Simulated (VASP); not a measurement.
**Y with SCAN: from relaxation to properties**

What structure does Y take at this level, and what are its properties? The steps: first try, relaxing cell and atoms (SCAN), single point with fields (SCAN), bands along the symmetry lines (SCAN), total and projected DOS (SCAN), volume scan with SCAN, fit for SCAN and independent-particle dielectric function (SCAN). The start is a cell from a database of measured crystal structures.

Calculated with VASP 6.6.1; SCAN; plane waves and PAW (Y_sv).

## Step 1: Set-up

Before any relaxation, the start is as follows. It takes space group P6_3/mmc (No. 194, hexagonal). The conventional cell has a = 3.647 Å, b = 3.647 Å, c = 5.731 Å, α = 90.00°, β = 90.00°, γ = 120.00°. Nearest to Y lie 12 Y at 3.56 to 3.65 Å.

## Step 2: First try

This run is made with a changed input; what comes of it follows.

Contents of INCAR:

```
SYSTEM = Y
PREC = Low
ENCUT = 220
EDIFF = 1E-06
NELM = 89
ISMEAR = 1
SIGMA = 0.2
LREAL = .FALSE.
ALGO = Normal
METAGGA = SCAN
LASPH = .TRUE.
NBANDS = 17
LORBIT = 11
LWAVE = .FALSE.
LCHARG = .FALSE.
KPAR = 2
IBRION = 2
NSW = 30
ISIF = 3
EDIFFG = -0.01
```

Contents of POSCAR:

```
Y
1.0
    3.6474000000      0.0000000000      0.0000000000
   -1.8237000000      3.1587410578      0.0000000000
    0.0000000000      0.0000000000      5.7306000000
Y
2
Direct
    0.3333333333      0.6666666667      0.2500000000
    0.6666666667      0.3333333333      0.7500000000
```

Contents of KPOINTS:

```
Automatic mesh
0
Gamma
7 7 4
0 0 0
```

Potentials, in the order of the species: Y_sv (PBE family, release 64).

Started as:

```sh
mpirun -np 2 vasp_std
```

The log of the run:

```text
[banner, memory and clock lines left out]
running    2 mpi-ranks, on    1 nodes
 distrk:  each k-point on    1 cores,    2 groups
 distr:  one band on    1 cores,    1 groups

 POSCAR found type information on POSCAR Y
 POSCAR found :  1 types and       2 ions
|                                                                             |
|               ----> ADVICE to this user running VASP <----                  |
|                                                                             |
|     You enforced a specific xc type in the INCAR file but a different       |
|     [... a line on the potential file left out ...]
|     I HOPE YOU KNOW WHAT YOU ARE DOING!                                     |
|                                                                             |

 LDA part: xc-table for (None), standard interpolation
 POSCAR, INCAR and KPOINTS ok, starting setup
 FFT: planning ... GRIDC
 FFT: planning ... GRID_SOFT
 FFT: planning ... GRID
 WAVECAR not read
 entering main loop
       N       E                     dE             d eps       ncg     rms          rms(c)
DAV:   1     0.139756290269E+02    0.13976E+02   -0.75876E+03   864   0.698E+02
DAV:   2    -0.545418071922E+02   -0.68517E+02   -0.67361E+02  1021   0.184E+02
DAV:   3    -0.627944640495E+02   -0.82527E+01   -0.81948E+01  1536   0.370E+01
DAV:   4    -0.629736377626E+02   -0.17917E+00   -0.17890E+00   934   0.636E+00
DAV:   5    -0.629800203900E+02   -0.63826E-02   -0.63790E-02  1196   0.812E-01    0.324E+01
DAV:   6    -0.559161003015E+02    0.70639E+01   -0.12039E+01  1038   0.131E+01    0.232E+01
DAV:   7    -0.556420149242E+02    0.27409E+00   -0.10470E+00  1529   0.538E+00    0.695E+00
DAV:   8    -0.556520932475E+02   -0.10078E-01   -0.91958E-02   981   0.219E+00    0.112E+00
DAV:   9    -0.556527113196E+02   -0.61807E-03   -0.21607E-02   984   0.899E-01    0.316E-01
DAV:  10    -0.556519553451E+02    0.75597E-03   -0.13073E-03  1149   0.258E-01    0.252E-01
DAV:  11    -0.556513136449E+02    0.64170E-03   -0.13842E-04  1192   0.832E-02    0.143E-01
DAV:  12    -0.556511716455E+02    0.14200E-03   -0.22370E-05  1032   0.375E-02    0.337E-02
DAV:  13    -0.556512692692E+02   -0.97624E-04   -0.40191E-06   790   0.149E-02    0.856E-03
DAV:  14    -0.556512739904E+02   -0.47212E-05   -0.21449E-07   552   0.388E-03    0.194E-03
DAV:  15    -0.556512761185E+02   -0.21280E-05   -0.89139E-08   499   0.224E-03    0.291E-03
DAV:  16    -0.556512794730E+02   -0.33545E-05   -0.21749E-08   486   0.927E-04    0.827E-04
DAV:  17    -0.556512792087E+02    0.26428E-06   -0.73487E-09   476   0.522E-04
   1 F= -.55651279E+02 E0= -.55652491E+02  d E =-.556513E+02
 curvature:   0.00 expect dE= 0.000E+00 dE for cont linesearch  0.000E+00
 trial: gam= 0.00000 g(F)=  0.593E-42 g(S)=  0.296E-02 ort = 0.000E+00 (trialstep = 0.100E+01)
 search vector abs. value=  0.296E-02
 bond charge predicted
       N       E                     dE             d eps       ncg     rms          rms(c)
DAV:   1    -0.556666245003E+02   -0.15345E-01   -0.49228E-01   864   0.510E+00    0.740E-01
DAV:   2    -0.556565225015E+02    0.10102E-01   -0.41112E-02   912   0.132E+00    0.446E-01
DAV:   3    -0.556525176764E+02    0.40048E-02   -0.23644E-02  1330   0.847E-01    0.341E-01
DAV:   4    -0.556523702618E+02    0.14741E-03   -0.11621E-03  1154   0.175E-01    0.207E-01
DAV:   5    -0.556526539214E+02   -0.28366E-03   -0.71294E-04  1321   0.950E-02    0.641E-02
DAV:   6    -0.556525617904E+02    0.92131E-04   -0.49194E-05  1170   0.293E-02    0.458E-02
DAV:   7    -0.556525465772E+02    0.15213E-04   -0.39842E-05  1072   0.253E-02    0.552E-02
DAV:   8    -0.556525004343E+02    0.46143E-04   -0.40338E-06   863   0.986E-03    0.175E-02
DAV:   9    -0.556524918095E+02    0.86247E-05   -0.26784E-07   466   0.430E-03    0.143E-02
DAV:  10    -0.556524547623E+02    0.37047E-04   -0.90598E-07   474   0.812E-03    0.806E-04
DAV:  11    -0.556524518852E+02    0.28771E-05   -0.91182E-08   467   0.204E-03    0.914E-04
DAV:  12    -0.556524510616E+02    0.82358E-06   -0.33070E-08   438   0.134E-03
   2 F= -.55652451E+02 E0= -.55653780E+02  d E =-.117185E-02
[...]
3 F= -.55652404E+02 E0= -.55653752E+02  d E =-.112523E-02
[...]
4 F= -.55652786E+02 E0= -.55654214E+02  d E =-.381307E-03
 trial-energy change:   -0.000381  1 .order   -0.000208   -0.000515    0.000100
 step:   0.9688(harm=  0.8659)  dis= 0.00000  next Energy=   -55.652789 (dE=-0.384E-03)
 bond charge predicted
       N       E                     dE             d eps       ncg     rms          rms(c)
DAV:   1    -0.556527989205E+02   -0.13478E-04   -0.38393E-04   817   0.143E-01    0.203E-02
DAV:   2    -0.556527828492E+02    0.16071E-04   -0.29017E-05   962   0.353E-02    0.110E-02
DAV:   3    -0.556527886391E+02   -0.57899E-05   -0.12544E-05  1130   0.198E-02    0.651E-03
DAV:   4    -0.556527858561E+02    0.27830E-05   -0.71987E-07   472   0.591E-03    0.516E-03
DAV:   5    -0.556527842422E+02    0.16139E-05   -0.60350E-07   433   0.420E-03    0.181E-03
DAV:   6    -0.556527829751E+02    0.12671E-05   -0.19208E-07   417   0.239E-03    0.144E-03
DAV:   7    -0.556527838642E+02   -0.88906E-06   -0.65995E-08   417   0.125E-03
   5 F= -.55652784E+02 E0= -.55654208E+02  d E =-.379429E-03
 curvature:  -0.31 expect dE=-0.388E-05 dE for cont linesearch -0.168E-05
 trial: gam= 0.00000 g(F)=  0.865E-43 g(S)=  0.124E-04 ort =-0.557E-04 (trialstep = 0.102E+01)
 search vector abs. value=  0.124E-04
 reached required accuracy - stopping structural energy minimisation
```

Elapsed: 36 s, on 2 MPI ranks of Intel Xeon 6975P-C (Granite Rapids), shared host; peak memory 0.2 GiB; 68 s of CPU time.

Lines that name or quote the potential files are left out of all logs, and their timing lines are given in words.

OUTCAR, selected parts (step 2):

```text
ion  position               nearest neighbor table
   1  0.333  0.667  0.250-   2 3.56   2 3.56   2 3.56   2 3.56   2 3.56   2 3.56
   2  0.667  0.333  0.750-   1 3.56   1 3.56   1 3.56   1 3.56   1 3.56   1 3.56

  LATTYP: Found a hexagonal cell.
 ALAT       =     3.6474000000
 C/A-ratio  =     1.5711465702

 Subroutine GETGRP returns: Found 24 space group operations
 (whereof 12 operations were pure point group operations)

The static configuration has the point symmetry D_3d.
 The point group associated with its full space group is D_6h.

 Found     24 irreducible k-points:

   k-points           NKPTS =     24   k-points in BZ     NKDIM =     24   number of bands    NBANDS=     17

   dimension x,y,z NGX =    14 NGY =   14 NGZ =   24
   dimension x,y,z NGXF=    20 NGYF=   20 NGZF=   30

   ENCUT  =  220.0 eV  16.17 Ry    4.02 a.u.   4.41  4.41  6.93*2*pi/ulx,y,z

   NELECT =      22.0000    total number of electrons

 k-points in reciprocal lattice and weights: Automatic mesh
   0.00000000  0.00000000  0.00000000       0.005
   0.14285714 -0.00000000  0.00000000       0.031
   0.28571429 -0.00000000  0.00000000       0.031
   0.42857143 -0.00000000  0.00000000       0.031
   0.14285714  0.14285714  0.00000000       0.031
   0.28571429  0.14285714  0.00000000       0.061
   0.42857143  0.14285714  0.00000000       0.031
   0.28571429  0.28571429  0.00000000       0.031
   0.00000000  0.00000000  0.25000000       0.010
[...]
0.42857143  0.14285714  0.50000000       0.031
   0.28571429  0.28571429  0.50000000       0.031

 average (electrostatic) potential at core
       1 -42.0046       2 -42.0046

 E-fermi :   3.0316

 k-point     1 :       0.0000    0.0000    0.0000
  band No.  band energies     occupation
    ...
      6     -20.2348      2.00000
      7     -20.2344      2.00000
      8     -20.1789      2.00000
      9      -1.8430      2.00000
     10       1.1653      2.00000
     11       3.8976     -0.00000
     12       4.9815     -0.00000
     13       4.9816     -0.00000
     14       5.3944     -0.00000
     15       5.6468     -0.00000
    ...

 k-point     2 :       0.1429   -0.0000    0.0000
  band No.  band energies     occupation
    ...
      6     -20.3088      2.00000
      7     -20.2436      2.00000
      8     -20.1983      2.00000
      9      -1.4092      2.00000
     10       1.5507      2.00000
     11       3.5076     -0.00390
     12       4.1661     -0.00000
     13       5.2000     -0.00000
     14       5.3948     -0.00000
     15       5.5435     -0.00000
    ...

 k-point     3 :       0.2857   -0.0000    0.0000
  band No.  band energies     occupation
    ...
      7     -20.2660      2.00000
      8     -20.2539      2.00000
      9      -0.2777      2.00000
     10       2.1906      2.00000
     11       2.7784      2.07042
     12       3.2705     -0.07062
     13       4.7358     -0.00000
     14       4.9443     -0.00000
     15       5.0479     -0.00000
     16       6.5670     -0.00000
    ...

  Total       -0.0145083     -0.0145083     -0.0095694      0.0000000      0.0000000      0.0000000
  in kB       -0.3545767     -0.3545767     -0.2338728      0.0000000      0.0000000      0.0000000
  external PRESSURE =      -0.3143421 kB  Pullay stress =       0.0000000 kB

  energy-cutoff  :      220.00
  volume of cell :       65.56
      direct lattice vectors                 reciprocal lattice vectors
     3.655220350 -0.000000000 -0.000000000     0.273581318  0.157952247 -0.000000000
    -1.827610175  3.165513680 -0.000000000     0.000000000  0.315904495 -0.000000000
     0.000000000  0.000000000  5.665757149     0.000000000  0.000000000  0.176498917

 POSITION                                       TOTAL-FORCE (eV/Angst)
 -----------------------------------------------------------------------------------
     -0.00000      2.11034      1.41644        -0.000000      0.000000     -0.000000
      1.82761      1.05517      4.24932         0.000000     -0.000000      0.000000
 -----------------------------------------------------------------------------------
    total drift:                               -0.000000      0.000000     -0.000000

  FREE ENERGIE OF THE ION-ELECTRON SYSTEM (eV)
  ---------------------------------------------------
  free  energy   TOTEN  =       -55.6527838642 eV

  energy  without entropy=      -55.6570553903  energy(sigma->0) =      -55.65420771

 reached required accuracy - stopping structural energy minimisation

 total charge
# of ion       s       p       d       f       tot
--------------------------------------------------
    1        2.269   6.244   0.887   0.006   9.406
    2        2.269   6.244   0.887   0.006   9.406
--------------------------------------------------
tot          4.538  12.487   1.775   0.012  18.813

[... 3 further parts left out ...]
```

The run converged, but on settings that are not sound, so its numbers are not to be trusted.

The fault in the input: cell relaxed at a low cutoff (ENCUT = 220 and PREC = "Low"). Relax cells at about 1.3 times the default cutoff with PREC = Accurate.

[end of part 1 of 5]

[Lines on the potential files, build, host, timing and source positions are cut from VASP's logs without a mark.]

[Logs are printed without paths, hosts, clocks, repeated set-up lines and the standing remarks that a program may print on its own settings, such as how far it seeks lower states.]

[Hosts, paths, dates, database ids (printed as entryN), source tags and the programs' standing remarks are cut or masked in the printed files.]

[A measured line is paired with the nearest computed mode of its activity, which favours agreement.]
